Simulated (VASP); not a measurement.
```
Dy
1.0
    1.79500    -3.10903     0.00000
    1.79500     3.10903     0.00000
    0.00000     0.00000     5.65000
Dy
2
Direct
  0.33333   0.66667   0.25000
  0.66667   0.33333   0.75000
```

Level of theory: optB86b-vdW, VASP's PBE PAW potentials (set 64) (plane waves; VASP). Numerical set-up: 520 eV cut-off, 11×11×6 Γ-centred mesh, first-order Methfessel-Paxton smearing of 0.10 eV, potentials Dy_3.

The 4f electrons are frozen in the core of the lanthanide potential, so 4f levels, which can set the real gap, and their magnetism are missing. Energy and stress use the plane-wave basis of the starting cell.

The ions, cell shape and volume are relaxed. Which structure does the run end with?

```
Dy
1.0
    1.78737    -3.09582     0.00000
    1.78737     3.09582     0.00000
    0.00000     0.00000     5.52233
Dy
2
Direct
  0.33333   0.66667   0.25000
  0.66667   0.33333   0.75000
```
Space group P6_3/mmc (194), at a tolerance of 0.03 Å.

How do energy and volume change from the first to the last step?

The energy (σ→0) changes by -5.6 meV/atom and the volume by -3.1 %, in 6 ionic steps.

The compound is Dy in the hcp structure. This run relaxes it. Symmetry was kept, so distortions that lower it aren't found.
